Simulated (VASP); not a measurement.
```yaml
crystal:
  lattice:
    - [1.58325, -2.74227, 0.00000]
    - [1.58325, 2.74227, 0.00000]
    - [0.00000, 0.00000, 12.31293]
  atoms:
    - { symbol: Mo, position: [0.33333, 0.66667, 0.25000] }
    - { symbol: Mo, position: [0.66667, 0.33333, 0.75000] }
    - { symbol: S, position: [0.33333, 0.66667, 0.87743] }
    - { symbol: S, position: [0.66667, 0.33333, 0.37743] }
    - { symbol: S, position: [0.66667, 0.33333, 0.12257] }
    - { symbol: S, position: [0.33333, 0.66667, 0.62257] }
```

The numbers are results of optB86b-vdW, VASP's PBE PAW potentials (set 64) (plane waves; VASP), not measurements. Settings: 520 eV cut-off, Gaussian smearing of 0.050 eV, potentials Mo_sv S.

Q: Give the energies of bands 17 to 30 at the high-symmetry points, in eV from the valence-band maximum.

A: 
| band | Γ | M | K | A | L | H |
|---|---|---|---|---|---|---|
| 17 | -3.23 | -5.08 | -4.88 | -3.22 | -4.67 | -4.73 |
| 18 | -3.21 | -4.41 | -4.60 | -3.22 | -4.67 | -4.73 |
| 19 | -3.21 | -3.83 | -4.16 | -2.57 | -3.79 | -4.40 |
| 20 | -2.13 | -3.75 | -4.16 | -2.57 | -3.79 | -4.40 |
| 21 | -2.13 | -2.74 | -3.77 | -2.11 | -2.62 | -3.39 |
| 22 | -2.09 | -2.47 | -3.77 | -2.11 | -2.62 | -3.39 |
| 23 | -2.09 | -1.69 | -2.68 | -2.11 | -1.59 | -2.87 |
| 24 | -1.17 | -1.49 | -2.68 | -2.11 | -1.59 | -2.87 |
| 25 | -1.16 | -1.38 | -0.77 | -0.27 | -1.31 | -0.69 |
| 26 | 0.00 | -1.26 | -0.60 | -0.27 | -1.31 | -0.69 |
| 27 | 2.12 | 1.61 | 1.07 | 2.13 | 1.63 | 1.07 |
| 28 | 2.14 | 1.66 | 1.07 | 2.13 | 1.63 | 1.07 |
| 29 | 2.15 | 1.99 | 1.81 | 2.13 | 2.14 | 2.29 |
| 30 | 2.16 | 2.27 | 2.83 | 2.13 | 2.14 | 2.29 |

The gap is indirect, 0.86 eV, from the valence maximum at Γ to the conduction minimum at K-Γ at 0.44.

Measured: gap 1.29 eV (computed value off by -0.43 eV), as given by Wei Chen et al., Physical Review Materials (2018), doi:10.1103/physrevmaterials.2.073803.

The compound is MoS2 in the 2H layered structure. It was relaxed first.
